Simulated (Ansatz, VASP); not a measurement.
# SiC in two plane-wave programs, part 2 of 3

Aim: how closely do two programs agree when they are given the same cell, functional and k mesh? The cell is taken from a series of runs on this material, whose earlier steps may have relaxed, scaled, displaced or heated it; both programs get it as it stands.

VASP 6.6.1 and Ansatz 0.2.0.

So far: The starting structure; VASP: zone-centre phonons, LDA.

**2. VASP: zone-centre phonons, LDA (continued)**

Level of this step: LDA; plane waves and PAW (C, Si) (VASP).

OUTCAR, selected parts (step 2):

```text
ion  position               nearest neighbor table
   1  0.667  0.333  0.749-   5 1.89   7 1.93   7 1.93   7 1.93
   2  0.333  0.667  0.249-   6 1.89   8 1.93   8 1.93   8 1.93
   3  0.000  0.000  0.499-   7 1.88   6 1.93   6 1.93   6 1.93
   4  0.000  0.000  0.999-   8 1.88   5 1.93   5 1.93   5 1.93
   5  0.667  0.333  0.939-   1 1.89   4 1.93   4 1.93   4 1.93   7 3.09   7 3.09   7 3.09   8 3.09
                             8 3.09   8 3.09
   6  0.333  0.667  0.439-   2 1.89   3 1.93   3 1.93   3 1.93   8 3.09   8 3.09   8 3.09   7 3.09
                             7 3.09   7 3.09
   7  0.000  0.000  0.689-   3 1.88   1 1.93   1 1.93   1 1.93   5 3.09   5 3.09   5 3.09   6 3.09
                             6 3.09   6 3.09
   8  0.000  0.000  0.189-   4 1.88   2 1.93   2 1.93   2 1.93   6 3.09   6 3.09   6 3.09   5 3.09
                             5 3.09   5 3.09

  LATTYP: Found a hexagonal cell.
 ALAT       =     3.1808428965
 C/A-ratio  =     3.1230592565

 Subroutine GETGRP returns: Found 12 space group operations
 (whereof  6 operations were pure point group operations)

The static configuration has the point symmetry C_3v.
 The point group associated with its full space group is C_6v.

 Found     36 irreducible k-points:

   k-points           NKPTS =     36   k-points in BZ     NKDIM =     36   number of bands    NBANDS=     24

   dimension x,y,z NGX =    28 NGY =   28 NGZ =   80
   dimension x,y,z NGXF=    56 NGYF=   56 NGZF=  160

   ENCUT  =  600.0 eV  44.10 Ry    6.64 a.u.   6.35  6.35 19.84*2*pi/ulx,y,z

   NELECT =      32.0000    total number of electrons

 k-points in reciprocal lattice and weights: Automatic mesh
   0.00000000  0.00000000  0.00000000       0.003
   0.11111111  0.00000000  0.00000000       0.019
   0.22222222  0.00000000  0.00000000       0.019
   0.33333333  0.00000000  0.00000000       0.019
   0.44444444  0.00000000  0.00000000       0.019
   0.11111111  0.11111111  0.00000000       0.019
   0.22222222  0.11111111  0.00000000       0.037
   0.33333333  0.11111111  0.00000000       0.037
   0.44444444  0.11111111  0.00000000       0.019
[...]
0.33333333  0.22222222  0.50000000       0.037
   0.33333333  0.33333333  0.50000000       0.006

 average (electrostatic) potential at core
       1 -49.6981       2 -49.6981       3 -49.7766       4 -49.7766       5 -82.6589
       6 -82.6589       7 -82.6069       8 -82.6069

   1 f  =   26.677688 THz   167.620856 2PiTHz  889.871879 cm-1   110.330002 meV
             X         Y         Z           dx          dy          dz
      1.590421  0.918230  7.436798    -0.000000    0.000000    0.174029
     -0.000000  1.836461  2.469818     0.000000    0.000000   -0.174029
      0.000000  0.000000  4.961986    -0.000000    0.000000    0.592818
      0.000000  0.000000  9.928966    -0.000000    0.000000   -0.592818
      1.590421  0.918230  9.326444     0.000000   -0.000000    0.167425
     -0.000000  1.836461  4.359464     0.000000   -0.000000   -0.167425
      0.000000  0.000000  6.844833     0.000000   -0.000000   -0.300415
      0.000000  0.000000  1.877853    -0.000000   -0.000000    0.300415

   2 f  =   26.372267 THz   165.701839 2PiTHz  879.684129 cm-1   109.066882 meV
             X         Y         Z           dx          dy          dz
      1.590421  0.918230  7.436798    -0.000000    0.000000   -0.590022
     -0.000000  1.836461  2.469818     0.000000    0.000000    0.590022
      0.000000  0.000000  4.961986    -0.000000   -0.000000    0.176073
      0.000000  0.000000  9.928966    -0.000000   -0.000000   -0.176073
      1.590421  0.918230  9.326444     0.000000   -0.000000    0.301254
     -0.000000  1.836461  4.359464     0.000000    0.000000   -0.301254
      0.000000  0.000000  6.844833     0.000000   -0.000000    0.173547
      0.000000  0.000000  1.877853    -0.000000   -0.000000   -0.173547

   3 f  =   24.308001 THz   152.731677 2PiTHz  810.827645 cm-1   100.529770 meV
             X         Y         Z           dx          dy          dz
      1.590421  0.918230  7.436798     0.000000    0.000000    0.474042
     -0.000000  1.836461  2.469818    -0.000000    0.000000    0.474042
      0.000000  0.000000  4.961986     0.000000   -0.000000   -0.523113
      0.000000  0.000000  9.928966     0.000000    0.000000   -0.523113
      1.590421  0.918230  9.326444    -0.000000   -0.000000   -0.007648
     -0.000000  1.836461  4.359464    -0.000000    0.000000   -0.007648
      0.000000  0.000000  6.844833    -0.000000   -0.000000    0.039731
      0.000000  0.000000  1.877853     0.000000   -0.000000    0.039731

   4 f  =   22.820502 THz   143.385441 2PiTHz  761.210000 cm-1    94.377969 meV
             X         Y         Z           dx          dy          dz
      1.590421  0.918230  7.436798    -0.000000    0.000000   -0.446267
     -0.000000  1.836461  2.469818    -0.000000    0.000000   -0.446267
      0.000000  0.000000  4.961986    -0.000000    0.000000   -0.388955
      0.000000  0.000000  9.928966    -0.000000    0.000000   -0.388955
      1.590421  0.918230  9.326444     0.000000   -0.000000    0.287426
     -0.000000  1.836461  4.359464     0.000000   -0.000000    0.287426
      0.000000  0.000000  6.844833     0.000000   -0.000000    0.258739
      0.000000  0.000000  1.877853     0.000000   -0.000000    0.258739

   5 f  =   21.475985 THz   134.937593 2PiTHz  716.361749 cm-1    88.817497 meV
             X         Y         Z           dx          dy          dz
      1.590421  0.918230  7.436798    -0.320801   -0.232942    0.000000
     -0.000000  1.836461  2.469818    -0.320801   -0.232942    0.000000
      0.000000  0.000000  4.961986    -0.355646   -0.258245    0.000000
      0.000000  0.000000  9.928966    -0.355646   -0.258245    0.000000
      1.590421  0.918230  9.326444     0.230010    0.167017   -0.000000
     -0.000000  1.836461  4.359464     0.230010    0.167017   -0.000000
      0.000000  0.000000  6.844833     0.212324    0.154174   -0.000000
      0.000000  0.000000  1.877853     0.212324    0.154174   -0.000000

   6 f  =   21.475985 THz   134.937593 2PiTHz  716.361749 cm-1    88.817497 meV
             X         Y         Z           dx          dy          dz
      1.590421  0.918230  7.436798     0.232942   -0.320801   -0.000000
     -0.000000  1.836461  2.469818     0.232942   -0.320801   -0.000000
      0.000000  0.000000  4.961986     0.258245   -0.355646    0.000000
      0.000000  0.000000  9.928966     0.258245   -0.355646   -0.000000
      1.590421  0.918230  9.326444    -0.167017    0.230010    0.000000
     -0.000000  1.836461  4.359464    -0.167017    0.230010    0.000000
      0.000000  0.000000  6.844833    -0.154174    0.212324    0.000000
      0.000000  0.000000  1.877853    -0.154174    0.212324    0.000000

   7 f  =   21.160858 THz   132.957590 2PiTHz  705.850234 cm-1    87.514236 meV
             X         Y         Z           dx          dy          dz
      1.590421  0.918230  7.436798    -0.374195   -0.271707    0.000000
     -0.000000  1.836461  2.469818     0.374195    0.271707    0.000000
      0.000000  0.000000  4.961986     0.317771    0.230737   -0.000000
      0.000000  0.000000  9.928966    -0.317771   -0.230737   -0.000000
      1.590421  0.918230  9.326444     0.222802    0.161779   -0.000000
     -0.000000  1.836461  4.359464    -0.222802   -0.161779    0.000000
      0.000000  0.000000  6.844833     0.191696    0.139193   -0.000000
      0.000000  0.000000  1.877853    -0.191696   -0.139193   -0.000000

   8 f  =   21.160858 THz   132.957590 2PiTHz  705.850234 cm-1    87.514236 meV
             X         Y         Z           dx          dy          dz
      1.590421  0.918230  7.436798    -0.271707    0.374195    0.000000
     -0.000000  1.836461  2.469818     0.271707   -0.374195   -0.000000
      0.000000  0.000000  4.961986     0.230737   -0.317771   -0.000000
      0.000000  0.000000  9.928966    -0.230737    0.317771   -0.000000
      1.590421  0.918230  9.326444     0.161779   -0.222802   -0.000000
     -0.000000  1.836461  4.359464    -0.161779    0.222802    0.000000
      0.000000  0.000000  6.844833     0.139193   -0.191696   -0.000000
      0.000000  0.000000  1.877853    -0.139193    0.191696    0.000000

   9 f  =   20.820160 THz   130.816925 2PiTHz  694.485794 cm-1    86.105226 meV
             X         Y         Z           dx          dy          dz
      1.590421  0.918230  7.436798    -0.313914   -0.227943    0.000000
     -0.000000  1.836461  2.469818     0.313914    0.227943   -0.000000
      0.000000  0.000000  4.961986    -0.372043   -0.270152   -0.000000
      0.000000  0.000000  9.928966     0.372043    0.270152    0.000000
      1.590421  0.918230  9.326444    -0.194157   -0.140983   -0.000000
     -0.000000  1.836461  4.359464     0.194157    0.140983    0.000000
      0.000000  0.000000  6.844833     0.229625    0.166738   -0.000000
      0.000000  0.000000  1.877853    -0.229625   -0.166738   -0.000000

  10 f  =   20.820160 THz   130.816925 2PiTHz  694.485794 cm-1    86.105226 meV
             X         Y         Z           dx          dy          dz
      1.590421  0.918230  7.436798    -0.227943    0.313914    0.000000
     -0.000000  1.836461  2.469818     0.227943   -0.313914    0.000000
      0.000000  0.000000  4.961986    -0.270152    0.372043   -0.000000
      0.000000  0.000000  9.928966     0.270152   -0.372043   -0.000000
      1.590421  0.918230  9.326444    -0.140983    0.194157   -0.000000
     -0.000000  1.836461  4.359464     0.140983   -0.194157    0.000000
      0.000000  0.000000  6.844833     0.166738   -0.229625    0.000000
      0.000000  0.000000  1.877853    -0.166738    0.229625    0.000000

  11 f  =   20.602788 THz   129.451138 2PiTHz  687.235049 cm-1    85.206248 meV
             X         Y         Z           dx          dy          dz
      1.590421  0.918230  7.436798    -0.366572   -0.266178    0.000000
     -0.000000  1.836461  2.469818    -0.366572   -0.266178    0.000000
      0.000000  0.000000  4.961986     0.333935    0.242479   -0.000000
      0.000000  0.000000  9.928966     0.333935    0.242479   -0.000000
    [... 145 further lines ...]
      0.000000  0.000000  6.844833    -0.378668   -0.178350    0.000000
      0.000000  0.000000  1.877853    -0.378668   -0.178350    0.000000

 MACROSCOPIC STATIC DIELECTRIC TENSOR IONIC CONTRIBUTION
 ------------------------------------------------------
           3.708937     0.000000    -0.000000
           0.000000     3.708937    -0.000000
          -0.000000    -0.000000     3.504186
 ------------------------------------------------------

 ELASTIC MODULI CONTR FROM IONIC RELAXATION (kBar)
 Direction    XX          YY          ZZ          XY          YZ          ZX
 --------------------------------------------------------------------------------
 XX        -222.0386    155.9933    131.9251     -0.0000      0.0000      0.0000
 YY         155.9933   -222.0386    131.9251     -0.0000     -0.0000      0.0000
 ZZ         131.9251    131.9251   -530.6073      0.0000     -0.0000     -0.0000
 XY          -0.0000     -0.0000      0.0000   -189.0159      0.0000      0.0000
 YZ          -0.0000      0.0000     -0.0000      0.0000    -28.6922     -0.0000
 ZX           0.0000      0.0000     -0.0000      0.0000     -0.0000    -32.1335
 --------------------------------------------------------------------------------

 PIEZOELECTRIC TENSOR IONIC CONTR  for field in x, y, z        (C/m^2)
          XX          YY          ZZ          XY          YZ          ZX
  --------------------------------------------------------------------------------
  x    -0.00000     0.00000     0.00000     0.00000     0.00000     0.31930
  y     0.00000    -0.00000     0.00000    -0.00000     0.30059     0.00000
  z     0.31789     0.31789    -1.28133     0.00000    -0.00000    -0.00000
```

(Continued in part 3 of 3.)

[Lines on the potential files, build, host, timing and source positions are cut from VASP's logs without a mark.]

[Logs are printed without paths, hosts, clocks, repeated set-up lines and the standing remarks that a program may print on its own settings, such as how far it seeks lower states.]

[Hosts, paths, dates, database ids (printed as entryN), source tags and the programs' standing remarks are cut or masked in the printed files.]
